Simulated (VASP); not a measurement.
Consider the following.

```
ZnS
1.0
    1.94132    -3.36246     0.00000
    1.94132     3.36246     0.00000
    0.00000     0.00000     6.35924
Zn S
2 2
Direct
  0.66667   0.33333   0.50012
  0.33333   0.66667   0.00012
  0.66667   0.33333   0.87488
  0.33333   0.66667   0.37488
```

The numbers are results of revPBE GGA, VASP's PBE PAW potentials (set 64) (plane waves; VASP), not measurements. Settings: 520 eV cut-off, 7×7×4 Γ-centred mesh, tetrahedra with Blöchl corrections, potentials Zn S.

Q: Estimate the energy per atom (σ→0).

A: 
- energy per atom (σ→0) = -3.140 eV/atom

Only differences to runs with the same potentials and settings are physical.

The compound is ZnS in the wurtzite structure, the high-temperature form. It was relaxed first.
